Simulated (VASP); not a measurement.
Data:

```yaml
crystal:
  lattice:
    - [0.00000, 3.54512, 3.54512]
    - [3.54512, 0.00000, 3.54512]
    - [3.54512, 3.54512, 0.00000]
  atoms:
    - { symbol: Ba, position: [0.00000, 0.00000, 0.00000] }
    - { symbol: Te, position: [0.50000, 0.50000, 0.50000] }
```

These are rev-vdW-DF2, VASP's PBE PAW potentials (set 64) (plane waves; VASP) values and carry that method's errors. Run with 520 eV cut-off, 7×7×7 Γ-centred mesh, Gaussian smearing of 0.050 eV, potentials Ba_sv Te.

**Question.** Predict the energy per atom (σ→0).

**Answer.** 
```yaml
energy per atom (σ→0): -2.567 eV/atom
```

The compound is BaTe in the rock salt structure. This cell is one point of a volume scan, at 1.03 of the reference volume.
